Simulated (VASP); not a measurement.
Data:

```yaml
crystal:
  lattice:
    - [0.00000, 2.57177, 2.57177]
    - [2.57177, 0.00000, 2.57177]
    - [2.57177, 2.57177, 0.00000]
  atoms:
    - { symbol: Ca, position: [0.00000, 0.00000, 0.00000] }
    - { symbol: S, position: [0.50000, 0.50000, 0.50000] }
```

Computed with PBEsol GGA, VASP's PBE PAW potentials (set 64) (plane waves; VASP). Settings: 500 eV cut-off, 9×9×9 Γ-centred mesh, Gaussian smearing of 0.050 eV, potentials Ca_sv S.

**Question.** Predict the energy per atom (σ→0), pressure.

**Answer.** 
energy per atom (σ→0): -5056 meV/atom
pressure: 299.6 kbar

The absolute energy has meaning only against runs of the same code, potentials and settings.

The compound is CaS in the rock salt structure. It was relaxed first under an external pressure of 30 GPa.
